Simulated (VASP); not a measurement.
Crystal: TaSbSe.

```
CELL_PARAMETERS angstrom
3.62961 0.00000 0.00000
0.00000 3.62961 0.00000
0.00000 0.00000 5.63455
ATOMIC_POSITIONS crystal
Ta 0.00000 0.00000 0.00000
Sb 0.00000 0.00000 0.50000
Se 0.50000 0.50000 0.00000
```

The cell was built by a generator and needn't be a form met in nature.

| Quantity | Value |
| --- | --- |
| Program | VASP 6.6.1 |
| Task | relaxation of cell and atoms |
| Functional | BLYP |
| Dispersion | D3 |
| Potentials or basis | VASP PAW PBE potentials, release 64 (Ta_pv, Sb, Se) |
| Cutoff | 600 eV |
| k mesh | 7 × 7 × 5 |
| Occupations | fermi-dirac, width 0.05 eV |
| Spin | no spin polarisation |

At the start: pressure 2.0 GPa; volume 24.74 Å³/atom.

Question: Where does the relaxation end?

Answer: Over 5 steps the energy falls by 3.2 meV/atom and the volume is 25.26 Å³/atom (+2.1 %); space group P4/mmm (No. 123, to 0.05 Å).

Step by step:
| step | energy change (eV) | largest force (eV/Å) | pressure (GPa) | volume (Å³) |
| --- | --- | --- | --- | --- |
| 1 | 0.0000 | 0.0000 | 1.97 | 74.23 |
| 2 | 0.0011 | 0.0000 | -1.93 | 77.54 |
| 3 | -0.0096 | 0.0000 | -0.02 | 75.82 |
| 4 | -0.0096 | 0.0000 | 0.02 | 75.78 |
| 5 | -0.0097 | 0.0000 | 0.03 | 75.78 |

Final structure:
```xyz
3
Lattice="3.6583 0.0000 0.0000 0.0000 3.6583 0.0000 0.0000 0.0000 5.6622" Properties=species:S:1:pos:R:3 pbc="T T T"
Ta    0.0000    0.0000    0.0000
Sb    0.0000    0.0000    2.8311
Se    1.8292    1.8292    0.0000
```

Caveat: the PAW data sets were made with another functional, which shifts forces and pressure a little; pairwise dispersion overbinds metals, which lowers pressure and volume.
